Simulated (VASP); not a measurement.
Computed with optB86b-vdW, VASP's PBE PAW potentials (set 64) (plane waves; VASP).

The input files of a VASP run:

File KPOINTS:
```
K-points
0
G
  17 17 17
```

INCAR:
```
AGGAC = 0.0
ALGO = Normal
EDIFF = 1E-7
ENCUT = 520
GGA = MK
ISIF = 2
ISMEAR = -5
LASPH = .TRUE.
LCHARG = .TRUE.
LMAXMIX = 4
LORBIT = 11
LREAL = .FALSE.
LUSE_VDW = .TRUE.
LWAVE = .FALSE.
NEDOS = 601
NELM = 100
PARAM1 = 0.1234
PARAM2 = 1.0
PREC = Accurate
SYSTEM = Nb
```

File POSCAR:
```
Nb
1
   -1.6439818840     1.6439818840     1.6439818840
    1.6439818840    -1.6439818840     1.6439818840
    1.6439818840     1.6439818840    -1.6439818840
Nb
1
Direct
  0.0000000000   0.0000000000   0.0000000000
```

POTCAR, in this order: Nb_sv (PBE.64 set). Program: vasp_std.

The run wrote:

**OSZICAR**
```
       N       E                     dE             d eps       ncg     rms          rms(c)
DAV:   1     0.118963206711E+03    0.11896E+03   -0.75666E+03  3308   0.130E+03
DAV:   2    -0.276456488555E+01   -0.12173E+03   -0.11886E+03  3534   0.447E+02
DAV:   3    -0.773215650664E+01   -0.49676E+01   -0.47540E+01  5008   0.763E+01
DAV:   4    -0.797571914908E+01   -0.24356E+00   -0.24154E+00  4636   0.153E+01
DAV:   5    -0.798795182698E+01   -0.12233E-01   -0.12233E-01  5028   0.255E+00    0.729E+00
DAV:   6    -0.762280255905E+01    0.36515E+00   -0.72395E-01  5108   0.113E+01    0.260E+00
DAV:   7    -0.758188851734E+01    0.40914E-01   -0.21951E-01  5154   0.612E+00    0.927E-01
DAV:   8    -0.758688829012E+01   -0.49998E-02   -0.12152E-02  3798   0.167E+00    0.512E-02
DAV:   9    -0.758692763352E+01   -0.39343E-04   -0.91728E-04  5678   0.345E-01    0.436E-02
DAV:  10    -0.758694539865E+01   -0.17765E-04   -0.31418E-05  4152   0.832E-02    0.148E-02
DAV:  11    -0.758693891783E+01    0.64808E-05   -0.54405E-06  3960   0.437E-02    0.222E-03
DAV:  12    -0.758693883618E+01    0.81649E-07   -0.14358E-07  2856   0.603E-03
   1 F= -.75869388E+01 E0= -.75869388E+01  d E =0.000000E+00
```

**OUTCAR**
```
------------------------ aborting loop because EDIFF is reached ----------------------------------------
  FORCE on cell =-STRESS in cart. coord.  units (eV):
  Direction    XX          YY          ZZ          XY          YZ          ZX
  --------------------------------------------------------------------------------------
  Total       -0.0154711     -0.0154711     -0.0154711     -0.0000000      0.0000000     -0.0000000
  in kB       -1.3946966     -1.3946966     -1.3946966     -0.0000000      0.0000000     -0.0000000
  external PRESSURE =      -1.3946966 kB  Pullay stress =       0.0000000 kB
  volume of cell :       17.77
      direct lattice vectors                 reciprocal lattice vectors
    -1.643981884  1.643981884  1.643981884     0.000000000  0.304139604  0.304139604
     1.643981884 -1.643981884  1.643981884     0.304139604  0.000000000  0.304139604
     1.643981884  1.643981884 -1.643981884     0.304139604  0.304139604  0.000000000
 POSITION                                       TOTAL-FORCE (eV/Angst)
 -----------------------------------------------------------------------------------
      0.00000      0.00000      0.00000        -0.000000     -0.000000      0.000000
 -----------------------------------------------------------------------------------
    total drift:                               -0.000000      0.000000      0.000000
  FREE ENERGIE OF THE ION-ELECTRON SYSTEM (eV)
  ---------------------------------------------------
  free  energy   TOTEN  =        -7.5869388362 eV

  energy  without entropy=       -7.5869388362  energy(sigma->0) =       -7.58693884

 total charge

# of ion       s       p       d       tot
------------------------------------------
    1        2.224   5.996   2.539  10.759
```
(Selected blocks of OUTCAR.)

For a metal the tetrahedron method with Blöchl corrections gives inexact stress and forces.

The compound is Nb in the bcc structure. It was relaxed first.
